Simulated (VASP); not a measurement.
```xyz
4
Lattice="-1.8533 1.8533 6.2745 1.8533 -1.8533 6.2745 1.8533 1.8533 -6.2745" Properties=species:S:1:pos:R:3 pbc="T T T"
Nb     0.0000     0.0000     9.4118
Nb     0.0000     1.8533     0.0000
Te     0.0000     0.0000     2.0831
Te     0.0000     1.8533     5.2204
```

The base run (VASP): PBE GGA, plane waves, VASP's PBE PAW potentials (set 64). Run with 400 eV cut-off, 8×8×8 Γ-centred mesh, Gaussian smearing of 0.050 eV, potentials Nb_sv Te.

One setting is varied; ΔE counts from the most expensive setting. The base run took about 2 core-minutes. The timings are rough (shared machines, no repeats); factors under 2 mean little.

The pressure holds a Pulay error that falls with the cut-off, as the column shows.

| setting | cost over the base run | electronic steps | ΔE (meV/atom) | pressure (GPa) |
|---|---|---|---|---|
| ENCUT = 150 | ___ | ___ | ___ | ___ |
| ENCUT = 325 | within a factor of 2 | 13 | -1.4 | 1.09 |
| base run | reference | 13 | -0.7 | 1.17 |
| ENCUT = 475 | within a factor of 2 | 13 | -0.4 | 1.31 |
| ENCUT = 500 | within a factor of 2 | 13 | -0.2 | 1.33 |
| ENCUT = 550 | within a factor of 2 | 13 | -0.1 | 1.34 |
| ENCUT = 725 | about 2 times | 13 | 0.0 | 1.36 |
| ENCUT = 750 | about 3 times | 13 | 0.0 | 1.37 |

**Question.** Some entries are withheld; supply them.

**Answer.** 
- ENCUT = 150, cost over the base run: about 1/5
- ENCUT = 150, electronic steps: 14
- ENCUT = 150, ΔE (meV/atom): 1678.5
- ENCUT = 150, pressure (GPa): -173.24

Left out are runs that failed, have no time on record or changed the cell.

The structure was generated: NbTe was put into the NbAs type (I4_1md), which need not be its known phase. The cell was not relaxed at this level.
